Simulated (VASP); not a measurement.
Energy against volume of Na (bcc). Calculation: revPBE GGA, VASP's PBE PAW potentials (set 64) (plane waves; VASP 6.6.1). Run with 520 eV cut-off, 12×12×12 Γ-centred mesh, first-order Methfessel-Paxton smearing of 0.10 eV, potentials Na_pv.

```tsv
V (Å³/atom)	E (eV/atom)
37.764	-1.19854
38.932	-1.19996
40.100	-1.19977
41.268	-1.19820
```

**Question.** Fit these four points and predict the energy of the run at 36.596 Å³/atom.

**Answer.** A cubic in V^(−2/3), the third-order Birch-Murnaghan form, passes through the four points with V0 = 39.36 Å³/atom and B0 = 7 GPa, and gives -1.1952 eV/atom there. The run gave -1.1953 eV/atom, -0.0 meV/atom from the fit; all five points give B0 = 7 GPa.

The compound is Na in the bcc structure. It was relaxed first.
